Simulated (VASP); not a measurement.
## CsCaH3: single point with LDA

CsCaH3:

```
Cs Ca H
1.0
     4.62119    0.00000    0.00000
     0.00000    4.62119    0.00000
     0.00000    0.00000    4.62119
Cs Ca H
1 1 3
Cartesian
  -0.2000 0.0000 0.0000
  2.3106 2.3106 2.3106
  2.3106 0.0000 2.3106
  0.0000 2.3106 2.3106
  2.3106 2.3106 0.0000
```

The cell comes from a database or a generator and needn't be the stable form of this composition.

The cell isn't the ideal one: atom 1 (Cs) moved by (-0.200, +0.000) A along x and z.

```yaml
Program: VASP 6.6.1
Task: single point
Functional: LDA
Potentials_or_basis: VASP PAW LDA potentials, release 64 (Cs_sv, Ca_sv, H)
Cutoff: 520 eV
k_mesh: 6 × 6 × 6
Occupations: gaussian, width 0.05 eV
Spin: no spin polarisation
Dipole_correction: no
Further_INCAR_settings: ALGO = Fast; EDIFF = 1e-06; NBANDS = 19
```

```json
{
  "Pressure": "-2.2 GPa",
  "Largest force": "0.271 eV/Å",
  "Band gap on the k mesh": "2.79 eV, direct"
}
```

Forces on the atoms (eV/Å):
```
Cs   0.271  0.000  0.000
Ca  -0.163  0.000  0.000
H   -0.023  0.000  0.000
H   -0.062  0.000  0.000
H   -0.023  0.000  0.000
```

Levels at points of the mesh, in eV from the valence-band top:
```tsv
k point	band 8	band 9	band 10	band 11	band 12	band 13	band 14	band 15
(0.00, 0.00, 0.00)	-6.88	-2.81	-0.72	-0.67	5.31	5.36	5.36	5.95
(0.50, 0.00, 0.00)	-6.84	-1.26	-0.88	-0.44	4.71	5.11	5.11	5.40
(0.00, 0.50, 0.00)	-6.84	-1.24	-0.90	-0.43	4.50	5.12	5.28	5.33
(0.50, 0.50, 0.00)	-6.80	-1.51	-0.02	0.00	2.79	4.20	4.21	5.02
(0.00, 0.50, 0.50)	-6.80	-1.51	-0.01	-0.01	2.81	4.24	4.24	4.97
(0.50, 0.50, 0.50)	-7.18	-0.61	-0.61	-0.61	4.44	4.44	4.45	4.75
```

Run time: 64 s on 1 thread of Intel(R) Xeon(R) Platinum 8488C (Sapphire Rapids) (shared host), peak memory 0.22 GiB.

Caveat: spin-orbit coupling is left out, which moves the levels of the heavy elements. A k mesh can miss the band edges.
